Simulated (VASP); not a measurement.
Output of a VASP run:

OUTCAR:
```
 ion  position               nearest neighbor table
   1  0.000  0.000  0.000-   2 2.52   2 2.52   2 2.52   2 2.52
   2  0.250  0.250  0.250-   1 2.52   1 2.52   1 2.52   1 2.52
  LATTYP: Found a face centered cubic cell.
 ALAT       =     5.8200000000
 Subroutine PRICEL returns:
 Original cell was already a primitive cell.
 Subroutine GETGRP returns: Found 24 space group operations
The static configuration has the point symmetry T_d .
The dynamic configuration has the point symmetry T_d .
 Subroutine INISYM returns: Found 24 space group operations
 Subroutine IBZKPT returns following result:
 Found     20 irreducible k-points:

 Following reciprocal coordinates:
            Coordinates               Weight
  0.000000  0.000000  0.000000      1.000000
  0.142857  0.000000  0.000000      8.000000
  0.285714  0.000000  0.000000      8.000000
  0.428571  0.000000  0.000000      8.000000
  0.142857  0.142857  0.000000      6.000000
  0.285714  0.142857  0.000000     24.000000
  0.428571  0.142857  0.000000     24.000000
 -0.428571  0.142857  0.000000     24.000000
 -0.285714  0.142857  0.000000     24.000000
 -0.142857  0.142857  0.000000     12.000000
  0.285714  0.285714  0.000000      6.000000
  0.428571  0.285714  0.000000     24.000000
 -0.428571  0.285714  0.000000     24.000000
 -0.285714  0.285714  0.000000     12.000000
  0.428571  0.428571  0.000000      6.000000
 -0.428571  0.428571  0.000000     12.000000
  0.428571  0.285714  0.142857     24.000000
 -0.428571  0.285714  0.142857     48.000000
 -0.428571  0.428571  0.142857     24.000000
 -0.285714  0.428571  0.142857     24.000000
   k-points           NKPTS =     20   k-points in BZ     NKDIM =     20   number of bands    NBANDS=     13
   number of dos      NEDOS =    301   number of ions     NIONS =      2
   total plane-waves  NPLWV =  32768
   dimension x,y,z NGX =    32 NGY =   32 NGZ =   32
   dimension x,y,z NGXF=    64 NGYF=   64 NGZF=   64
   ions per type =               1   1
   PREC   = accura    normal or accurate (medium, high low for compatibility)
   ISTART =      0    job   : 0-new  1-cont  2-samecut
   ICHARG =      2    charge: 1-file 2-atom 10-const
   ISPIN  =      1    spin polarized calculation?
   LNONCOLLINEAR =      F non collinear calculations
   LSORBIT =      F    spin-orbit coupling
   INIWAV =      1    electr: 0-lowe 1-rand  2-diag
   ENCUT  =  520.0 eV  38.22 Ry    6.18 a.u.   7.65  7.65  7.65*2*pi/ulx,y,z
   NELM   =    100;   NELMIN=  2; NELMDL= -5     # of ELM steps
   EDIFF  = 0.1E-05   stopping-criterion for ELM
   LREAL  =      F    real-space projection
   NLSPLINE    = F    spline interpolate recip. space projectors
   LMAXMIX     =    4 max onsite mixed and CHGCAR
   VOSKOWN=      0    Vosko Wilk Nusair interpolation
   EDIFFG = -.1E-01   stopping-criterion for IOM
   NSW    =     60    number of steps for IOM
   NBLOCK =      1;   KBLOCK =     60    inner block; outer block
   IBRION =      2    ionic relax: 0-MD 1-quasi-New 2-CG
   NFREE  =      1    steps in history (QN), initial steepest desc. (CG)
   ISIF   =      3    stress and relaxation
   ISYM   =      2    0-nonsym 1-usesym 2-fastsym
   TEIN   =    0.0    initial temperature
   TEBEG  =    0.0;   TEEND  =   0.0 temperature during run
   SMASS  =  -3.00    Nose mass-parameter (am)
   PSTRESS=    0.0 pullay stress
   NELECT =      18.0000    total number of electrons
   EFERMI =   0.00;   METHOD = LEGACY
   ISMEAR =     0;   SIGMA  =   0.05  broadening in eV -4-tet -1-fermi 0-gaus
   IALGO  =     38    algorithm
   LDIAG  =      T    sub-space diagonalisation (order eigenvalues)
   IMIX   =      4    mixing-type and parameters
     AMIX     =   0.40;   BMIX     =  1.00
     AMIX_MAG =   1.60;   BMIX_MAG =  1.00
     AMIN     =   0.10
   GGA     = RE    functional components
   VOSKOWN =     0    Vosko Wilk Nusair interpolation
   LHFCALC =     F    Hartree Fock is set to
   LHFONE  =     F    Hartree Fock one center treatment
...
```

### OSZICAR
```
       N       E                     dE             d eps       ncg     rms          rms(c)
DAV:   1     0.109638505714E+03    0.10964E+03   -0.93718E+03   528   0.126E+03
DAV:   2    -0.116722525097E+01   -0.11081E+03   -0.10519E+03   560   0.298E+02
DAV:   3    -0.602181841387E+01   -0.48546E+01   -0.48375E+01   640   0.644E+01
DAV:   4    -0.605726000633E+01   -0.35442E-01   -0.35424E-01   585   0.547E+00
DAV:   5    -0.605779046723E+01   -0.53046E-03   -0.53046E-03   625   0.656E-01    0.891E+00
DAV:   6    -0.553543892700E+01    0.52235E+00   -0.10141E+00   719   0.138E+01    0.695E+00
DAV:   7    -0.551752440137E+01    0.17915E-01   -0.24258E-01   545   0.392E+00    0.337E+00
DAV:   8    -0.552058211533E+01   -0.30577E-02   -0.24386E-02   555   0.239E+00    0.376E-01
DAV:   9    -0.552073807052E+01   -0.15596E-03   -0.32639E-03   605   0.964E-01    0.914E-02
DAV:  10    -0.552105373153E+01   -0.31566E-03   -0.42285E-04   535   0.214E-01    0.816E-02
DAV:  11    -0.552123306955E+01   -0.17934E-03   -0.29463E-04   525   0.167E-01    0.193E-02
DAV:  12    -0.552122398655E+01    0.90830E-05   -0.60788E-05   662   0.122E-01    0.121E-02
DAV:  13    -0.552122843017E+01   -0.44436E-05   -0.14021E-05   525   0.266E-02    0.126E-02
DAV:  14    -0.552122797966E+01    0.45052E-06   -0.53110E-07   430   0.679E-03
   1 F= -.55212280E+01 E0= -.55212280E+01  d E =-.552123E+01
       N       E                     dE             d eps       ncg     rms          rms(c)
DAV:   1    -0.767417838702E+01   -0.21529E+01   -0.47022E+01   540   0.974E+01    0.145E+01
DAV:   2    -0.586668390909E+01    0.18075E+01   -0.40289E+00   570   0.329E+01    0.500E+00
DAV:   3    -0.562626254099E+01    0.24042E+00   -0.50371E-01   550   0.906E+00    0.461E+00
DAV:   4    -0.558651002722E+01    0.39753E-01   -0.54692E-02   535   0.223E+00    0.127E+00
DAV:   5    -0.558478966771E+01    0.17204E-02   -0.33194E-03   585   0.602E-01    0.391E-01
DAV:   6    -0.558495653631E+01   -0.16687E-03   -0.67482E-04   550   0.282E-01    0.112E-01
DAV:   7    -0.558504370677E+01   -0.87170E-04   -0.15075E-04   565   0.135E-01    0.136E-02
DAV:   8    -0.558505065548E+01   -0.69487E-05   -0.17019E-05   595   0.495E-02    0.577E-03
DAV:   9    -0.558505628737E+01   -0.56319E-05   -0.10539E-05   535   0.291E-02    0.335E-03
DAV:  10    -0.558505661524E+01   -0.32787E-06   -0.31053E-07   440   0.467E-03
   2 F= -.55850566E+01 E0= -.55850566E+01  d E =-.638286E-01
       N       E                     dE             d eps       ncg     rms          rms(c)
DAV:   1    -0.571908715539E+01   -0.13403E+00   -0.26674E+00   565   0.215E+01    0.265E+00
DAV:   2    -0.560360461644E+01    0.11548E+00   -0.29268E-01   580   0.861E+00    0.889E-01
DAV:   3    -0.559187056237E+01    0.11734E-01   -0.35735E-02   525   0.215E+00    0.745E-01
DAV:   4    -0.559107223495E+01    0.79833E-03   -0.17065E-03   525   0.482E-01    0.209E-01
DAV:   5    -0.559100227646E+01    0.69958E-04   -0.33027E-04   625   0.266E-01    0.771E-02
DAV:   6    -0.559102620793E+01   -0.23931E-04   -0.72789E-05   540   0.107E-01    0.271E-02
DAV:   7    -0.559102552677E+01    0.68116E-06   -0.64563E-06   570   0.187E-02
   3 F= -.55910255E+01 E0= -.55910255E+01  d E =-.697975E-01
```

File OUTCAR:
```
------------------------ aborting loop because EDIFF is reached ----------------------------------------
  FORCE on cell =-STRESS in cart. coord.  units (eV):
  Direction    XX          YY          ZZ          XY          YZ          ZX
  --------------------------------------------------------------------------------------
  Total        0.0109336      0.0109336      0.0109336      0.0000000     -0.0000000     -0.0000000
  in kB        0.3253855      0.3253855      0.3253855      0.0000000     -0.0000000     -0.0000000
  external PRESSURE =       0.3253855 kB  Pullay stress =       0.0000000 kB
  volume of cell :       53.84
      direct lattice vectors                 reciprocal lattice vectors
    -0.000000000  2.996963592  2.996963592    -0.166835527  0.166835527  0.166835527
     2.996963592 -0.000000000  2.996963592     0.166835527 -0.166835527  0.166835527
     2.996963592  2.996963592 -0.000000000     0.166835527  0.166835527 -0.166835527
  FREE ENERGIE OF THE ION-ELECTRON SYSTEM (eV)
  ---------------------------------------------------
  free  energy   TOTEN  =        -5.5910255268 eV

  energy  without entropy=       -5.5910255268  energy(sigma->0) =       -5.59102553

 reached required accuracy - stopping structural energy minimisation
```
(Selected blocks of OUTCAR.)

POSCAR:
```
CdS
1
    0.0000000000     2.9100000000     2.9100000000
    2.9100000000     0.0000000000     2.9100000000
    2.9100000000     2.9100000000     0.0000000000
Cd S
1 1
Direct
  0.0000000000   0.0000000000   0.0000000000
  0.2500000000   0.2500000000   0.2500000000
```

Q: Write an INCAR and KPOINTS that could have produced this output.

A: This is not unique; one that fits is the input of the run itself, revPBE GGA, plane waves, VASP's PBE PAW potentials (set 64).

**INCAR**
```
LCHARG  =  .FALSE.
NELM  =  100   # most electronic steps
ALGO  =  Normal
EDIFFG  =  -0.01   # ionic stop
GGA  =  RE   # revPBE
ISMEAR  =  0   # Gaussian
IBRION  =  2
SIGMA  =  0.05   # width (eV)
ISIF  =  3   # ions, shape and volume
LREAL  =  .FALSE.
NSW  =  60   # most ionic steps
PREC  =  Accurate
LMAXMIX  =  4   # l cut-off of mixed one-centre charges
EDIFF  =  1E-6   # SCF stop (eV)
LASPH  =  .TRUE.   # aspherical one-centre terms
SYSTEM  =  CdS
LWAVE  =  .FALSE.
ENCUT  =  520
```

### KPOINTS
```
Automatic mesh
0
Gamma
7 7 7
0 0 0
```

POTCAR, in this order: Cd S (PBE.64 set). Program: vasp_std.

Energy and stress use the plane-wave basis of the starting cell.

The compound is CdS in the zinc blende structure, a metastable form; wurtzite is the usual one. This run relaxes it. Symmetry was kept, so distortions that lower it aren't found.
